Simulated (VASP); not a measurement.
A cell of PtSe2 (1T layered) near equilibrium:

```
CELL_PARAMETERS angstrom
      1.87800    -3.25280     0.00000
      1.87800     3.25280     0.00000
      0.00000     0.00000     4.89514
ATOMIC_POSITIONS crystal
  Pt 0.00000 0.00000 0.00000
  Se 0.33333 0.66667 0.25983
  Se 0.66667 0.33333 0.74017
```

Calculation: PBEsol GGA, VASP's PBE PAW potentials (set 64) (plane waves; VASP).

Without a dispersion term in the relaxation, distances and binding between the weakly bound layers, chains or molecules are unreliable, and so is what depends on them.

```
run               ΔE (meV/atom)    σxx    σyy    σzz  largest shear component, with its sign (GPa)  largest force (eV/Å)
----------------  -------------  -----  -----  -----  --------------------------------------------  --------------------
as it is                    0.0   0.13   0.13  -0.20                                          0.00                 0.007
after one change           75.5  17.00  17.00  11.25                                          0.00                 1.182
```
Stress is in GPa, positive when the cell is compressed.

Problem. Name the change that produced these shifts.
(A) biaxial strain of +1.5 % in the xz plane
(B) isotropic strain of -3.0 %
(C) biaxial strain of +1.0 % in the xy plane with the ions relaxed
(D) atom 2 (Se) moved by 0.025 Å along z

Solution. B, isotropic strain of -3.0 %

The compound is PtSe2 in the 1T layered structure.
